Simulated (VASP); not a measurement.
Computed with HSE06 screened hybrid, VASP's PBE PAW potentials (set 64) (plane waves; VASP 6.6.1).

VASP ran on this input.

### KPOINTS
```
Regular mesh
0
Gamma
 6 6 6
0 0 0
```

POSCAR:
```
KCl
1
    0.0000000000     3.2226173968     3.2226173968
    3.2226173968     0.0000000000     3.2226173968
    3.2226173968     3.2226173968     0.0000000000
K Cl
1 1
Direct
  0.0000000000   0.0000000000   0.0000000000
  0.5000000000   0.5000000000   0.5000000000
```

### INCAR
```
SYSTEM = KCl
PREC = Accurate
ENCUT = 520
EDIFF = 1E-6
NELM = 60
ALGO = Normal
LREAL = .FALSE.
LASPH = .TRUE.
ISMEAR = 0
SIGMA = 0.05
GGA = PE
HFSCREEN = 0.2
AEXX = 0.25
LHFCALC = .TRUE.
PRECFOCK = Fast
ISYM = 3
LWAVE = .FALSE.
LCHARG = .FALSE.
ISIF = 2
```

POTCAR, in this order: K_sv Cl (PBE.64 set). Program: vasp_std. Read from the step before: WAVECAR.

Output

OSZICAR:
```
       N       E                     dE             d eps       ncg     rms          rms(c)
DAV:   1    -0.787691218660E+01   -0.78769E+01   -0.13236E-01   388   0.440E+00    0.114E+00
DAV:   2    -0.787837611931E+01   -0.14639E-02   -0.55207E-03   488   0.674E-01    0.680E-01
DAV:   3    -0.787814404268E+01    0.23208E-03   -0.48211E-04   524   0.207E-01    0.387E-01
DAV:   4    -0.787809218726E+01    0.51855E-04   -0.11291E-04   476   0.936E-02    0.221E-01
DAV:   5    -0.787808185020E+01    0.10337E-04   -0.24409E-05   620   0.417E-02    0.128E-01
DAV:   6    -0.787807852603E+01    0.33242E-05   -0.40116E-06   480   0.199E-02    0.742E-02
DAV:   7    -0.787807760874E+01    0.91729E-06   -0.15234E-06   356   0.130E-02
   1 F= -.78780776E+01 E0= -.78780776E+01  d E =-.869519E-21
```

**OUTCAR**
```
------------------------ aborting loop because EDIFF is reached ----------------------------------------
  FORCE on cell =-STRESS in cart. coord.  units (eV):
  Direction    XX          YY          ZZ          XY          YZ          ZX
  --------------------------------------------------------------------------------------
  Total       -0.2952330     -0.2952330     -0.2952330      0.0000000      0.0000000      0.0000000
  in kB       -7.0667418     -7.0667418     -7.0667418      0.0000000      0.0000000      0.0000000
  external PRESSURE =      -7.0667418 kB  Pullay stress =       0.0000000 kB
  volume of cell :       66.94
      direct lattice vectors                 reciprocal lattice vectors
     0.000000000  3.222617397  3.222617397    -0.155153386  0.155153386  0.155153386
     3.222617397  0.000000000  3.222617397     0.155153386 -0.155153386  0.155153386
     3.222617397  3.222617397  0.000000000     0.155153386  0.155153386 -0.155153386
  FREE ENERGIE OF THE ION-ELECTRON SYSTEM (eV)
  ---------------------------------------------------
  free  energy   TOTEN  =        -7.8780776087 eV

  energy  without entropy=       -7.8780776087  energy(sigma->0) =       -7.87807761

  exchange ACFDT corr.  =         0.00000000  see jH, gK, PRB 81, 115126
```
(Selected blocks of OUTCAR.)

The compound is KCl in the rock salt structure. This cell is one point of a volume scan, at 1.03 of the reference volume. The cell's shape comes from a PBE relaxation.
